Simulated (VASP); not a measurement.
Output of a VASP run:

OUTCAR:
```
 ion  position               nearest neighbor table
   1  0.000  0.000  0.000-
  LATTYP: Found a simple cubic cell.
 ALAT       =     3.3119136525
 Subroutine PRICEL returns:
 Original cell was already a primitive cell.
 Subroutine GETGRP returns: Found 48 space group operations
The static configuration has the point symmetry O_h .
The dynamic configuration has the point symmetry O_h .
 Subroutine INISYM returns: Found 48 space group operations
 Subroutine IBZKPT returns following result:
 Found     35 irreducible k-points:

 Following reciprocal coordinates:
            Coordinates               Weight
  0.000000  0.000000  0.000000      1.000000
  0.111111  0.000000  0.000000      6.000000
  0.222222  0.000000  0.000000      6.000000
  0.333333  0.000000  0.000000      6.000000
  0.444444  0.000000  0.000000      6.000000
  0.111111  0.111111  0.000000     12.000000
  0.222222  0.111111  0.000000     24.000000
  0.333333  0.111111  0.000000     24.000000
  0.444444  0.111111  0.000000     24.000000
  0.222222  0.222222  0.000000     12.000000
  0.333333  0.222222  0.000000     24.000000
  0.444444  0.222222  0.000000     24.000000
  0.333333  0.333333  0.000000     12.000000
  0.444444  0.333333  0.000000     24.000000
  0.444444  0.444444  0.000000     12.000000
  0.111111  0.111111  0.111111      8.000000
  0.222222  0.111111  0.111111     24.000000
  0.333333  0.111111  0.111111     24.000000
  0.444444  0.111111  0.111111     24.000000
  0.222222  0.222222  0.111111     24.000000
  0.333333  0.222222  0.111111     48.000000
  0.444444  0.222222  0.111111     48.000000
  0.333333  0.333333  0.111111     24.000000
  0.444444  0.333333  0.111111     48.000000
  0.444444  0.444444  0.111111     24.000000
  0.222222  0.222222  0.222222      8.000000
  0.333333  0.222222  0.222222     24.000000
  0.444444  0.222222  0.222222     24.000000
  0.333333  0.333333  0.222222     24.000000
  0.444444  0.333333  0.222222     48.000000
  0.444444  0.444444  0.222222     24.000000
  0.333333  0.333333  0.333333      8.000000
  0.444444  0.333333  0.333333     24.000000
  0.444444  0.444444  0.333333     24.000000
  0.444444  0.444444  0.444444      8.000000
   k-points           NKPTS =     35   k-points in BZ     NKDIM =     35   number of bands    NBANDS=      8
   number of dos      NEDOS =    601   number of ions     NIONS =      1
   total plane-waves  NPLWV =  13824
   dimension x,y,z NGX =    24 NGY =   24 NGZ =   24
   dimension x,y,z NGXF=    48 NGYF=   48 NGZF=   48
   ions per type =               1
   PREC   = accura    normal or accurate (medium, high low for compatibility)
   ISTART =      0    job   : 0-new  1-cont  2-samecut
   ICHARG =      2    charge: 1-file 2-atom 10-const
   ISPIN  =      1    spin polarized calculation?
   LNONCOLLINEAR =      F non collinear calculations
   LSORBIT =      F    spin-orbit coupling
   INIWAV =      1    electr: 0-lowe 1-rand  2-diag
   ENCUT  =  400.0 eV  29.40 Ry    5.42 a.u.   5.40  5.40  5.40*2*pi/ulx,y,z
   NELM   =    100;   NELMIN=  2; NELMDL= -5     # of ELM steps
   EDIFF  = 0.1E-06   stopping-criterion for ELM
   LREAL  =      F    real-space projection
   NLSPLINE    = F    spline interpolate recip. space projectors
   LMAXMIX     =    6 max onsite mixed and CHGCAR
   VOSKOWN=      0    Vosko Wilk Nusair interpolation
   EDIFFG = 0.1E-05   stopping-criterion for IOM
   NSW    =      0    number of steps for IOM
   NBLOCK =      1;   KBLOCK =      1    inner block; outer block
   IBRION =     -1    ionic relax: 0-MD 1-quasi-New 2-CG
   NFREE  =      0    steps in history (QN), initial steepest desc. (CG)
   ISIF   =      2    stress and relaxation
   ISYM   =      2    0-nonsym 1-usesym 2-fastsym
   TEIN   =    0.0    initial temperature
   TEBEG  =    0.0;   TEEND  =   0.0 temperature during run
   SMASS  =  -3.00    Nose mass-parameter (am)
...
```

File OSZICAR:
```
       N       E                     dE             d eps       ncg     rms          rms(c)
DAV:   1     0.584483732727E+01    0.58448E+01   -0.33475E+03   600   0.679E+02
DAV:   2    -0.173898700765E+01   -0.75838E+01   -0.74510E+01   840   0.846E+01
DAV:   3    -0.182225437802E+01   -0.83267E-01   -0.83267E-01   616   0.677E+00
DAV:   4    -0.182420912069E+01   -0.19547E-02   -0.19547E-02  1056   0.138E+00
DAV:   5    -0.182420990002E+01   -0.77933E-06   -0.77933E-06   624   0.232E-02    0.849E+00
DAV:   6    -0.184403349214E+01   -0.19824E-01   -0.77774E-03   920   0.976E-01    0.506E+00
DAV:   7    -0.185835688924E+01   -0.14323E-01   -0.14433E-02   880   0.132E+00    0.130E-01
DAV:   8    -0.185826764612E+01    0.89243E-04   -0.51397E-04   920   0.209E-01    0.285E-02
DAV:   9    -0.185827023231E+01   -0.25862E-05   -0.12960E-05   784   0.346E-02    0.107E-02
DAV:  10    -0.185826848698E+01    0.17453E-05   -0.55974E-06   920   0.185E-02    0.304E-03
DAV:  11    -0.185826857381E+01   -0.86833E-07   -0.11136E-07   616   0.297E-03
   1 F= -.18582686E+01 E0= -.18582686E+01  d E =0.000000E+00
```

OUTCAR:
```
------------------------ aborting loop because EDIFF is reached ----------------------------------------
  FORCE on cell =-STRESS in cart. coord.  units (eV):
  Direction    XX          YY          ZZ          XY          YZ          ZX
  --------------------------------------------------------------------------------------
  Total        0.0096942      0.0096942      0.0096942     -0.0000000     -0.0000000     -0.0000000
  in kB        0.4275493      0.4275493      0.4275493     -0.0000000     -0.0000000     -0.0000000
  external PRESSURE =       0.4275493 kB  Pullay stress =       0.0000000 kB
  volume of cell :       36.33
      direct lattice vectors                 reciprocal lattice vectors
     3.311913652  0.000000000  0.000000000     0.301940239  0.000000000  0.000000000
     0.000000000  3.311913652  0.000000000     0.000000000  0.301940239  0.000000000
     0.000000000  0.000000000  3.311913652     0.000000000  0.000000000  0.301940239
 POSITION                                       TOTAL-FORCE (eV/Angst)
 -----------------------------------------------------------------------------------
      0.00000      0.00000      0.00000         0.000000      0.000000      0.000000
 -----------------------------------------------------------------------------------
    total drift:                                0.000000     -0.000000     -0.000000
  FREE ENERGIE OF THE ION-ELECTRON SYSTEM (eV)
  ---------------------------------------------------
  free  energy   TOTEN  =        -1.8582685738 eV

  energy  without entropy=       -1.8582685738  energy(sigma->0) =       -1.85826857

 total charge

# of ion       s       p       d       tot
------------------------------------------
    1        0.438   6.357   0.686   7.480
```
(Selected blocks of OUTCAR.)

File POSCAR:
```
Eu
1
    3.3119136525     0.0000000000     0.0000000000
    0.0000000000     3.3119136525     0.0000000000
    0.0000000000     0.0000000000     3.3119136525
Eu
1
Direct
  0.0000000000   0.0000000000   0.0000000000
```

Q: Write an INCAR and KPOINTS that could have produced this output.

A: This is not unique; one that fits is the input of the run itself, PBEsol GGA, plane waves, VASP's PBE PAW potentials (set 64).

### INCAR
```
# general
SYSTEM  = Eu
PREC    = Accurate
ENCUT   = 400
LREAL   = F
LASPH   = T

# electronic loop
EDIFF   = 1E-7
NELM    = 100
ALGO    = Normal
LMAXMIX = 6

# smearing
ISMEAR  = -5

# functional
GGA     = PS

# ions
ISIF    = 2

# output
LWAVE   = F
LCHARG  = T
LORBIT  = 11
NEDOS   = 601
```

KPOINTS:
```
kpoints
0
G
  9 9 9
0 0 0
```

POTCAR, in this order: Eu_2 (PBE.64 set). Program: vasp_std.

The 4f electrons are frozen in the core of the lanthanide potential, so 4f levels, which can set the real gap, and their magnetism are missing.

The structure was generated: Eu was put into the simple-cubic type (Pm-3m), which need not be its known phase. It was relaxed first, which changed the volume by -34 %.
